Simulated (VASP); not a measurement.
Input of a VASP 6.6.1 run:

Contents of POSCAR:

```
Te2Mo                                   
1.0
    3.4956861320      0.0000000000      0.0000000000
   -1.7478430660      3.0273529983      0.0000000000
    0.0000000000      0.0000000000     13.6948503991
  Te              Mo            
     4     2
Direct
     0.3333333300000021    0.6666666699999979    0.6172431572878239
     0.6666666699999979    0.3333333300000021    0.1172431572878239
     0.3333333300000021    0.6666666699999979    0.8827568427121761
     0.6666666699999979    0.3333333300000021    0.3827568427121761
     0.3333333300000021    0.6666666699999979    0.2500000000000000
     0.6666666699999979    0.3333333300000021    0.7500000000000000
```

INCAR.step1

```
SYSTEM = Te2Mo
ALGO = Normal
EDIFF = 1E-5
ENCUT = 520
GGA = PE
ISIF = 2
ISMEAR = 0
KPAR = 2
LASPH = .True.
LCHARG = .False.
LMAXMIX = 4
LREAL = .False.
LWAVE = .True.
NBANDS = 35
NELM = 80
PREC = Accurate
SIGMA = 0.03
```

INCAR.step2

```
SYSTEM = Te2Mo
ALGO = Normal
EDIFF = 1E-6
ENCUT = 520
ISIF = 2
ISMEAR = 0
ISTART = 1
KPAR = 2
LASPH = .True.
LCHARG = .False.
LMAXMIX = 4
LREAL = .False.
LWAVE = .False.
METAGGA = MBJ
NBANDS = 35
NELM = 80
PREC = Accurate
SIGMA = 0.03
```

KPOINTS

```
k-points
0
Gamma
  9 9 2
  0 0 0
```

Contents of KPOINTS_OPT:

```
explicit points
141
Reciprocal
 0.0000000000  0.0000000000  0.0000000000 1
 0.0357142857  0.0000000000  0.0000000000 1
 0.0714285714  0.0000000000  0.0000000000 1
 0.1071428571  0.0000000000  0.0000000000 1
 0.1428571429  0.0000000000  0.0000000000 1
 0.1785714286  0.0000000000  0.0000000000 1
[... 133 lines left out ...]
 0.5000000000  0.0000000000  0.5000000000 1
 0.5000000000  0.0000000000  0.0000000000 1
```

Potentials or basis: VASP PAW PBE potentials, release 64 (Te, Mo_sv).

Command:

```console
$ cat potpaw_PBE.64/Te/POTCAR potpaw_PBE.64/Mo_sv/POTCAR > POTCAR
$ cp INCAR.step1 INCAR
$ mpirun -np 2 vasp_std > vasp.out
$ cp INCAR.step2 INCAR
$ mpirun -np 2 vasp_std > vasp.out
```

Task: What does it give for the band gap on the k mesh?

Result: 0.76 eV, indirect (least direct gap 1.09 eV).

Task: Estimate the band gap along the path.

Result: 0.69 eV, indirect (least direct gap 1.09 eV).

Levels at the corners of the path, in eV from the valence-band top:
```
point  band 24  band 25  band 26  band 27  band 28  band 29
    Γ    -1.06    -0.25     0.00     2.85     2.85     3.03
    M    -0.96    -0.70    -0.32     1.28     1.36     1.46
    M    -0.96    -0.70    -0.32     1.28     1.36     1.46
    K    -1.94    -0.30    -0.05     1.04     1.04     1.06
    K    -1.94    -0.30    -0.05     1.04     1.04     1.06
    Γ    -1.06    -0.25     0.00     2.85     2.85     3.03
    Γ    -1.06    -0.25     0.00     2.85     2.85     3.03
    A    -1.09    -0.07    -0.07     2.89     2.89     2.89
    A    -1.09    -0.07    -0.07     2.89     2.89     2.89
    L    -0.97    -0.51    -0.51     1.31     1.31     1.68
    L    -0.97    -0.51    -0.51     1.31     1.31     1.68
    H    -2.18    -0.21    -0.21     1.06     1.06     1.57
    H    -2.18    -0.21    -0.21     1.06     1.06     1.57
    A    -1.09    -0.07    -0.07     2.89     2.89     2.89
    L    -0.97    -0.51    -0.51     1.31     1.31     1.68
    M    -0.96    -0.70    -0.32     1.28     1.36     1.46
    K    -1.94    -0.30    -0.05     1.04     1.04     1.06
    H    -2.18    -0.21    -0.21     1.06     1.06     1.57
```

Caveat: spin-orbit coupling is left out, which moves the levels of the heavy elements.

**Measured values to compare with.**

“Broadband infrared study of pressure-tunable Fano resonance and metallization transition in 2H-MoTe2”, 2022, pmc:9569381 quotes, for a bulk crystal of Te2Mo at 300 K: band gap 0.88 ± 0.05 eV (indirect).

Against the measured gap of Te2Mo, 0.88 eV (indirect; 300 K; quoted in “Broadband infrared study of pressure-tunable Fano resonance and metallization transition in 2H-MoTe2”, 2022, pmc:9569381), the calculated 0.69 eV is off by -0.19 eV. Spin-orbit coupling on Mo, Te is left out. The value is that of TB-mBJ, without temperature or zero-point motion.
